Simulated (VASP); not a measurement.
OSZICAR of a VASP run on MgS (rock salt):

OSZICAR:
```
       N       E                     dE             d eps       ncg     rms          rms(c)
DAV:   1     0.226433309613E+02    0.22643E+02   -0.34869E+03   568   0.796E+02
DAV:   2    -0.835264195564E+01   -0.30996E+02   -0.29830E+02   776   0.105E+02
DAV:   3    -0.943052883373E+01   -0.10779E+01   -0.10779E+01   656   0.270E+01
DAV:   4    -0.943452795073E+01   -0.39991E-02   -0.39991E-02   952   0.191E+00
DAV:   5    -0.943453287079E+01   -0.49201E-05   -0.49200E-05   664   0.558E-02    0.393E+00
DAV:   6    -0.909331856368E+01    0.34121E+00   -0.89287E-01   576   0.452E+00    0.294E+00
DAV:   7    -0.905114498914E+01    0.42174E-01   -0.20028E-01   728   0.228E+00    0.188E+00
DAV:   8    -0.904795800397E+01    0.31870E-02   -0.10128E-02   648   0.807E-01    0.686E-01
DAV:   9    -0.904780596812E+01    0.15204E-03   -0.46164E-04   680   0.162E-01    0.256E-01
DAV:  10    -0.904780726436E+01   -0.12962E-05   -0.61467E-05   744   0.471E-02    0.540E-02
DAV:  11    -0.904780912992E+01   -0.18656E-05   -0.12432E-06   752   0.931E-03    0.154E-02
DAV:  12    -0.904780892761E+01    0.20231E-06   -0.87499E-08   584   0.169E-03    0.498E-03
DAV:  13    -0.904780885144E+01    0.76174E-07   -0.33578E-08   360   0.104E-03
   1 F= -.90478089E+01 E0= -.90478089E+01  d E =-.183716E-12
```

Which electronic solver shows in the log?

It is blocked Davidson (ALGO = Normal, or the opening steps of other solvers). The INCAR had ALGO = Normal.

Can the final energy be trusted as converged?

The calculation finished and met its thresholds. It stopped with EDIFF = 1E-7, NELM = 100 (PBEsol GGA, plane waves, VASP's PBE PAW potentials (set 64)).

The compound is MgS in the rock salt structure. This cell is one point of a volume scan, at 1.06 of the reference volume.
